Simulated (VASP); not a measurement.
VASP input:

### KPOINTS
```
Automatic mesh
0
Gamma
7 7 7
0 0 0
```

INCAR:
```
# general
SYSTEM = KF
PREC   = Accurate
ENCUT  = 520
LREAL  = .FALSE.
LASPH  = .TRUE.   # aspherical one-centre terms

# electronic loop
EDIFF  = 1E-6   # SCF stop (eV)
NELM   = 100   # most electronic steps
ALGO   = Normal

# smearing
ISMEAR = 0
SIGMA  = 0.05

# functional
GGA    = PE   # PBE

# ions
ISIF   = 2   # forces and stress, cell fixed

# output
LWAVE  = .FALSE.
LCHARG = .FALSE.
```

File POSCAR:
```
KF
1
    0.0000000000     2.6750000000     2.6750000000
    2.6750000000     0.0000000000     2.6750000000
    2.6750000000     2.6750000000     0.0000000000
K F
1 1
Direct
  0.0000000000   0.0000000000   0.0000000000
  0.5000000000   0.5000000000   0.5000000000
```

POTCAR, in this order: K_sv F (PBE.64 set). Program: vasp_std.

Question: Translate this PBE calculation to Ansatz.

Answer: One equivalent input (not run):
Ansatz 0.2 input:
```yaml
crystal:
  lattice:
    - [0.0000000, 2.6750000, 2.6750000]
    - [2.6750000, 0.0000000, 2.6750000]
    - [2.6750000, 2.6750000, 0.0000000]
  atoms:
    - { symbol: K, position: [0.0000000, 0.0000000, 0.0000000] }
    - { symbol: F, position: [0.5000000, 0.5000000, 0.5000000] }
kpoints:
  mp_grid: { grid: [7, 7, 7] }
hamiltonian:
  xc: pbe
  pseudopotentials: { kind: paw }
scf:
  occupations: { method: gaussian, width: 0.05 }
  max_iter: 100
output: { forces: true, stress: true, eigenvalues: true }
```
The two are equivalent in intent, not identical: each code has its own PAW files, so the cut-off isn't converted (ENCUT is set for VASP's; basis.ecutwfc is left out, and Ansatz then takes the one that its files recommend); Ansatz stops its SCF on the density residual and VASP on the energy change (EDIFF).

The compound is KF in the rock salt structure. The cell was not relaxed at this level.
